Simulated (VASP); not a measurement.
These are r2SCAN meta-GGA, VASP's PBE PAW potentials (set 64) (plane waves; VASP) values and carry that method's errors.

The input files of a VASP run:

**KPOINTS**
```
Automatic
0
gamma
8 8 8
0 0 0
```

### POSCAR
```
GaP
3.9293150
  0.0000000000   0.7071066944   0.7071066944
  0.7071066944   0.0000000000   0.7071066944
  0.7071066944   0.7071066944   0.0000000000
Ga P
1 1
Direct
  0.0000000000   0.0000000000   0.0000000000
  0.2500000000   0.2500000000   0.2500000000
```

INCAR:
```
# general
SYSTEM  = GaP
PREC    = Accurate
ENCUT   = 520
LREAL   = .FALSE.
LASPH   = .TRUE.

# electronic loop
EDIFF   = 1E-7
NELM    = 100
ALGO    = Normal
LMAXMIX = 4
LMIXTAU = .TRUE.

# smearing
ISMEAR  = 0
SIGMA   = 0.05

# functional
METAGGA = R2SCAN

# ions
ISIF    = 2

# output
LWAVE   = .FALSE.
LCHARG  = .FALSE.
```

POTCAR, in this order: Ga_d P (PBE.64 set). Program: vasp_std.

Output of the run:

### OUTCAR
```
 ion  position               nearest neighbor table
   1  0.000  0.000  0.000-   2 2.41   2 2.41   2 2.41   2 2.41
   2  0.250  0.250  0.250-   1 2.41   1 2.41   1 2.41   1 2.41
  LATTYP: Found a face centered cubic cell.
 ALAT       =     5.5568898822
 Subroutine PRICEL returns:
 Original cell was already a primitive cell.
 Subroutine GETGRP returns: Found 24 space group operations
The static configuration has the point symmetry T_d .
The dynamic configuration has the point symmetry T_d .
 Subroutine INISYM returns: Found 24 space group operations
 Subroutine IBZKPT returns following result:
 Found     29 irreducible k-points:

 Following reciprocal coordinates:
            Coordinates               Weight
  0.000000  0.000000  0.000000      1.000000
  0.125000  0.000000  0.000000      8.000000
  0.250000  0.000000  0.000000      8.000000
  0.375000  0.000000  0.000000      8.000000
  0.500000  0.000000  0.000000      4.000000
  0.125000  0.125000  0.000000      6.000000
  0.250000  0.125000  0.000000     24.000000
  0.375000  0.125000  0.000000     24.000000
  0.500000  0.125000  0.000000     24.000000
 -0.375000  0.125000  0.000000     24.000000
 -0.250000  0.125000  0.000000     24.000000
 -0.125000  0.125000  0.000000     12.000000
  0.250000  0.250000  0.000000      6.000000
  0.375000  0.250000  0.000000     24.000000
  0.500000  0.250000  0.000000     24.000000
 -0.375000  0.250000  0.000000     24.000000
 -0.250000  0.250000  0.000000     12.000000
  0.375000  0.375000  0.000000      6.000000
  0.500000  0.375000  0.000000     24.000000
 -0.375000  0.375000  0.000000     12.000000
  0.500000  0.500000  0.000000      3.000000
  0.375000  0.250000  0.125000     24.000000
  0.500000  0.250000  0.125000     48.000000
 -0.375000  0.250000  0.125000     24.000000
  0.500000  0.375000  0.125000     24.000000
 -0.375000  0.375000  0.125000     48.000000
 -0.250000  0.375000  0.125000     24.000000
 -0.375000  0.500000  0.125000     12.000000
 -0.250000  0.500000  0.250000      6.000000
   k-points           NKPTS =     29   k-points in BZ     NKDIM =     29   number of bands    NBANDS=     13
   number of dos      NEDOS =    301   number of ions     NIONS =      2
   total plane-waves  NPLWV =  27000
   dimension x,y,z NGX =    30 NGY =   30 NGZ =   30
   dimension x,y,z NGXF=    60 NGYF=   60 NGZF=   60
   ions per type =               1   1
   PREC   = accura    normal or accurate (medium, high low for compatibility)
   ISTART =      0    job   : 0-new  1-cont  2-samecut
   ICHARG =      2    charge: 1-file 2-atom 10-const
   ISPIN  =      1    spin polarized calculation?
   LNONCOLLINEAR =      F non collinear calculations
   LSORBIT =      F    spin-orbit coupling
   INIWAV =      1    electr: 0-lowe 1-rand  2-diag
   ENCUT  =  520.0 eV  38.22 Ry    6.18 a.u.   7.31  7.31  7.31*2*pi/ulx,y,z
   NELM   =    100;   NELMIN=  2; NELMDL= -5     # of ELM steps
   EDIFF  = 0.1E-06   stopping-criterion for ELM
   LREAL  =      F    real-space projection
   NLSPLINE    = F    spline interpolate recip. space projectors
   LMAXMIX     =    4 max onsite mixed and CHGCAR
   VOSKOWN=      0    Vosko Wilk Nusair interpolation
   EDIFFG = 0.1E-05   stopping-criterion for IOM
   NSW    =      0    number of steps for IOM
   NBLOCK =      1;   KBLOCK =      1    inner block; outer block
   IBRION =     -1    ionic relax: 0-MD 1-quasi-New 2-CG
   NFREE  =      0    steps in history (QN), initial steepest desc. (CG)
   ISIF   =      2    stress and relaxation
   ISYM   =      2    0-nonsym 1-usesym 2-fastsym
   TEIN   =    0.0    initial temperature
   TEBEG  =    0.0;   TEEND  =   0.0 temperature during run
   SMASS  =  -3.00    Nose mass-parameter (am)
...
```

OSZICAR:
```
       N       E                     dE             d eps       ncg     rms          rms(c)
DAV:   1     0.670757821207E+02    0.67076E+02   -0.94231E+03   762   0.197E+03
DAV:   2    -0.174124198339E+02   -0.84488E+02   -0.81220E+02   862   0.348E+02
DAV:   3    -0.236033547071E+02   -0.61909E+01   -0.61624E+01   969   0.771E+01
DAV:   4    -0.237153186863E+02   -0.11196E+00   -0.11191E+00   866   0.114E+01
DAV:   5    -0.237180706557E+02   -0.27520E-02   -0.27519E-02   964   0.149E+00    0.453E+00
DAV:   6    -0.213941729870E+02    0.23239E+01   -0.69217E-01   927   0.183E+01    0.293E+00
DAV:   7    -0.215325522369E+02   -0.13838E+00   -0.41711E-01   904   0.764E+00    0.143E+00
DAV:   8    -0.214002818748E+02    0.13227E+00   -0.13069E-01   779   0.493E+00    0.886E-01
DAV:   9    -0.213854332422E+02    0.14849E-01   -0.23273E-01   764   0.510E+00    0.241E-01
DAV:  10    -0.214229577983E+02   -0.37525E-01   -0.12679E-01   764   0.356E+00    0.136E-01
DAV:  11    -0.214269531208E+02   -0.39953E-02   -0.42574E-03   964   0.758E-01    0.448E-02
DAV:  12    -0.214257600475E+02    0.11931E-02   -0.94343E-04   814   0.289E-01    0.586E-02
DAV:  13    -0.214271316142E+02   -0.13716E-02   -0.12190E-03   769   0.390E-01    0.165E-02
DAV:  14    -0.214271574420E+02   -0.25828E-04   -0.32112E-05   924   0.519E-02    0.125E-02
DAV:  15    -0.214271694539E+02   -0.12012E-04   -0.57497E-06   814   0.377E-02    0.117E-02
DAV:  16    -0.214271720563E+02   -0.26024E-05   -0.15094E-06   790   0.177E-02    0.356E-03
DAV:  17    -0.214271718605E+02    0.19582E-06   -0.45031E-07   789   0.765E-03    0.564E-04
DAV:  18    -0.214271724620E+02   -0.60151E-06   -0.35573E-07   804   0.719E-03    0.313E-04
DAV:  19    -0.214271723485E+02    0.11352E-06   -0.68857E-08   577   0.268E-03    0.789E-05
DAV:  20    -0.214271723470E+02    0.15189E-08   -0.10488E-08   387   0.105E-03
   1 F= -.21427172E+02 E0= -.21427172E+02  d E =-.159022E-12
```

### OUTCAR
```
------------------------ aborting loop because EDIFF is reached ----------------------------------------
  FORCE on cell =-STRESS in cart. coord.  units (eV):
  Direction    XX          YY          ZZ          XY          YZ          ZX
  --------------------------------------------------------------------------------------
  Total       -1.2006208     -1.2006208     -1.2006208      0.0000000      0.0000000      0.0000000
  in kB      -44.8415973    -44.8415973    -44.8415973      0.0000000      0.0000000      0.0000000
  external PRESSURE =     -44.8415973 kB  Pullay stress =       0.0000000 kB
  volume of cell :       42.90
      direct lattice vectors                 reciprocal lattice vectors
     0.000000000  2.778444941  2.778444941    -0.179956778  0.179956778  0.179956778
     2.778444941  0.000000000  2.778444941     0.179956778 -0.179956778  0.179956778
     2.778444941  2.778444941  0.000000000     0.179956778  0.179956778 -0.179956778
  FREE ENERGIE OF THE ION-ELECTRON SYSTEM (eV)
  ---------------------------------------------------
  free  energy   TOTEN  =       -21.4271723470 eV

  energy  without entropy=      -21.4271723470  energy(sigma->0) =      -21.42717235
```
(Selected blocks of OUTCAR.)

The compound is GaP in the zinc blende structure. This cell is one point of a volume scan, at 1.06 of the reference volume.
